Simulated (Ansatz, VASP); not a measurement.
# TiTe2 (1T-TiTe2 bilayer, AA) in two plane-wave programs, part 2 of 2

Aim: how closely do two programs agree when they are given the same cell, functional and k mesh? The cell is taken from a series of runs on this material, whose earlier steps may have relaxed, scaled, displaced or heated it; both programs get it as it stands.

VASP 6.6.1 and Ansatz 0.2.0.

So far: Starting point; VASP: single point, PBE with D3(BJ); Ansatz: single point, PBE with D3(BJ); Comparison.

## 5. VASP: single point, PBE, spin-orbit coupling

Level of this step: PBE, spin-orbit coupling, no spin polarisation; plane waves and PAW (Te, Ti_sv) (VASP).

With cell and atoms fixed, the geometry can't cause a difference; cores, projectors, grids and the points listed under the comparison can.

INCAR

```
SYSTEM = TiTe2
PREC = Accurate
ENCUT = 400
EDIFF = 1E-06
NELM = 200
ISMEAR = -1
SIGMA = 0.02585
LREAL = .FALSE.
ALGO = Normal
GGA = PE
LNONCOLLINEAR = .TRUE.
MAGMOM = 0 0 0 0 0 0 0 0 0 0 0 0 0 0 0 0 0 0
NBANDS = 60
GGA_COMPAT = .FALSE.
LASPH = .TRUE.
LSORBIT = .TRUE.
LMAXMIX = 4
LORBIT = 11
LWAVE = .FALSE.
LCHARG = .FALSE.
ISIF = 2
LDIPOL = .TRUE.
IDIPOL = 3
DIPOL = 0.5 0.5 0.5
LVHAR = .TRUE.
NELMDL = -8
KPAR = 2
```

POSCAR

```
TiTe2
1.0
    3.6845499666      0.0000000000      0.0000000000
   -1.8422749833      3.1909138726      0.0000000000
    0.0000000000      0.0000000000     27.9768926065
Te Ti
4 2
Direct
    0.6666666667      0.3333333333      0.3216940540
    0.3333333333      0.6666666667      0.4468437972
    0.6666666667      0.3333333333      0.5531562028
    0.3333333333      0.6666666667      0.6783059460
    0.0000000000      0.0000000000      0.3848539296
    0.0000000000      0.0000000000      0.6151460704
```

KPOINTS

```
Automatic mesh
0
Gamma
12 12 1
0 0 0
```

Potentials, in the order of the species: Te and Ti_sv (PBE family, release 64).

Run with:

```
> mpirun -np 2 vasp_ncl
```

Numbers of over 12 decimals in the logs are rounded to 6 here.

Log:

```text
[... set-up lines as in an earlier step ...]
 entering main loop
       N       E                     dE             d eps       ncg     rms          rms(c)
DAV:   1     0.395086029792E+03    0.39509E+03   -0.18818E+04  2728   0.112E+03
DAV:   2     0.170250549160E+02   -0.37806E+03   -0.36743E+03  2740   0.325E+02
DAV:   3    -0.294553851320E+02   -0.46480E+02   -0.45666E+02  3204   0.107E+02
DAV:   4    -0.363033202340E+02   -0.68479E+01   -0.68233E+01  3824   0.342E+01
[...]
DAV:  30    -0.327412955744E+02   -0.12733E-05   -0.39477E-08  1168   0.714E-04    0.220E-04
DAV:  31    -0.327412965780E+02   -0.10036E-05   -0.41662E-08  1232   0.490E-04    0.179E-04
DAV:  32    -0.327412968685E+02   -0.29055E-06   -0.10884E-08  1140   0.304E-04
   1 F= -.32741297E+02 E0= -.32738501E+02  d E =-.559239E-02  mag=    -0.0000    -0.0000     0.0000
```

From OUTCAR (step 5):

```text
  Total        2.6247743      2.6247743      1.8213356      0.0000000     -0.0000000      0.0000000
  in kB       12.7850829     12.7850829      8.8715917      0.0000000     -0.0000000      0.0000000
  external PRESSURE =      11.4805858 kB  Pullay stress =       0.0000000 kB

 POSITION                                       TOTAL-FORCE (eV/Angst)
 -----------------------------------------------------------------------------------
      1.84227      1.06364      9.00000         0.000000     -0.000000     -0.144571
     -0.00000      2.12728     12.50130        -0.000000      0.000000      0.009855
      1.84227      1.06364     15.47559         0.000000     -0.000000     -0.009855
     -0.00000      2.12728     18.97689        -0.000000      0.000000      0.144571
      0.00000      0.00000     10.76702        -0.000000      0.000000     -0.086984
      0.00000      0.00000     17.20988         0.000000     -0.000000      0.086984
 -----------------------------------------------------------------------------------
    total drift:                               -0.000000      0.000000      0.000000

  FREE ENERGIE OF THE ION-ELECTRON SYSTEM (eV)
  ---------------------------------------------------
  free  energy   TOTEN  =       -32.7412968685 eV

  energy  without entropy=      -32.7357044762  energy(sigma->0) =      -32.73850067

 magnetization (x)
# of ion       s       p       d       tot
------------------------------------------
    1        0.000  -0.000   0.000  -0.000
    2        0.000   0.000   0.000   0.000
    3        0.000   0.000   0.000   0.000
    4        0.000  -0.000   0.000  -0.000
    5       -0.000   0.000   0.000  -0.000
    6       -0.000   0.000   0.000  -0.000
--------------------------------------------------
tot         -0.000   0.000   0.000   0.000

 magnetization (y)
# of ion       s       p       d       tot
------------------------------------------
    1        0.000   0.000   0.000   0.000
    2        0.000   0.000   0.000   0.000
    3        0.000   0.000   0.000   0.000
    4        0.000   0.000   0.000   0.000
    5       -0.000   0.000   0.000  -0.000
    6        0.000   0.000   0.000   0.000
--------------------------------------------------
tot          0.000   0.000   0.000   0.000

 magnetization (z)
# of ion       s       p       d       tot
------------------------------------------
    1        0.000   0.000   0.000   0.000
    2        0.000   0.000   0.000   0.000
    3        0.000   0.000   0.000   0.000
    4        0.000   0.000   0.000   0.000
    5        0.000   0.000   0.000   0.000
    6        0.000   0.000   0.000   0.000
--------------------------------------------------
tot          0.000   0.000   0.000   0.000

[... 1 part as in an earlier step ...]

[... 2 further parts left out ...]
[key lines of the parts left out:]
E-fermi :   0.8713
```

## 6. Ansatz: single point, PBE, spin-orbit coupling

The same cell, functional, mesh and smearing now go to Ansatz, which takes its cutoff from its data sets.

The cell is taken from a series of runs on this material, whose earlier steps may have relaxed, scaled, displaced or heated it; both programs get it as it stands.

input.yaml

```yaml
crystal:
  lattice:
    - [3.6845499666, 0.0, 0.0]
    - [-1.8422749833, 3.1909138726, 0.0]
    - [0.0, 0.0, 27.9768926065]
  atoms:
    - { symbol: Te, position: [0.6666666667, 0.3333333333, 0.321694054] }
    - { symbol: Ti, position: [0.0, 0.0, 0.3848539296] }
    - { symbol: Te, position: [0.3333333333, 0.6666666667, 0.4468437972] }
    - { symbol: Te, position: [0.6666666667, 0.3333333333, 0.5531562028] }
    - { symbol: Ti, position: [0.0, 0.0, 0.6151460704] }
    - { symbol: Te, position: [0.3333333333, 0.6666666667, 0.678305946] }
kpoints:
  mp_grid: { grid: [12, 12, 1] }
  band_path: { path: [[0, 0, 0], [0.12, 0, 0]], npoints: 24 }
hamiltonian:
  xc: pbe
  pseudopotentials: { kind: paw_fr }
magnetization:
  noncollinear: true
  spin_orbit: true
scf:
  occupations: { method: fermi_dirac, width: 0.02585 }
  convergence: { dr2_threshold: 1.0e-09 }
efield:
  axis: 3
  dipole_correction: true
  ramp_position: 0.97
  ramp_width: 0.06
  amplitude: 0
output:
  write_potential: true
  write_density: true
  volumetric_format: npy
```

Run with:

```
> ansatz run input.yaml --threads 4 --pin off --max-ram 6144MiB --backend cpu --events-out ev --progress --plain --runs-dir out
```

Log:

```text
[...]
non-collinear run that drives no moment, with spin-orbit: no starting moment large enough to seed its density (crystal.atoms[].spin), no starting occupations that ask for one, no magnetisation constraint and no magnetic field, so the semilocal B_xc is pinned to zero
Crystal: 6 atoms, lattice volume = 328.927 Å³
[...]
k-point 1: bands = [... 84 lower, 2.8039, 2.8039, 2.8514, 2.8514, 2.9374, 2.9374, 3.2172, 3.2172, ... 14 higher]
  k-point 2: bands = [... 84 lower, 2.3983, 2.3983, 2.5210, 2.5210, 2.8484, 2.8484, 3.0655, 3.0655, ... 14 higher]
  k-point 18: bands = [... 84 lower, 0.6681, 0.6681, 0.7275, 0.7275, 3.6517, 3.6517, 3.7156, 3.7156, ... 14 higher]
[key lines of the parts left out:]
SCF converged after 11 iterations
Magnetization: |M| = 0.0000 μB,  M = (+0.0000, +0.0000, +0.0000) μB
Free energy (F): -32934.269121 eV
Fermi energy:    2.556400 eV
Dipole field:    D = -0.000004 V/Å  (p = -0.000007 e·Å, saw-weighted, corrected)
Work function:   Φ+ = 4.7892 eV   Φ− = 4.7891 eV
```

## 7. Differences

What differs besides the data sets and the points named for the pairs above, as far as they apply: spin-orbit coupling enters by fully relativistic files in Ansatz and inside the spheres in VASP; the data sets hold 88 valence electrons in Ansatz (on its fully relativistic PAW (standard-fr) files) and 48 in VASP. Total energies have different zeros and are not compared.

Both answers:

```csv
quantity,Ansatz,VASP,difference
"work function, lower of the two faces (eV)",4.79,4.79,0.00
"work function, higher of the two faces (eV)",4.79,4.79,0.00
```

With vacuum in the cell, a pressure given here is an average over mostly empty space and none of the material.

## 8. Results

```yaml
difference_in_work_function_lower_of_the_two_faces_single_point_pbe_with_d3_bj: -0.0056 eV
difference_in_work_function_lower_of_the_two_faces_single_point_pbe_spin_orbit_coupling: -0.0046 eV
```

The difference in work function, lower of the two faces is -0.0056 eV (single point, PBE with D3(BJ)). The data sets hold unlike numbers of valence electrons (88 in Ansatz and 48 in VASP), so part of the differences comes from the potentials. How closely two codes agree says nothing of how well the functional describes the real material.

[Lines on the potential files, build, host, timing and source positions are cut from VASP's logs without a mark.]

[Logs are printed without paths, hosts, clocks, repeated set-up lines and the standing remarks that a program may print on its own settings, such as how far it seeks lower states.]

[Hosts, paths, dates, database ids (printed as entryN), source tags and the programs' standing remarks are cut or masked in the printed files.]
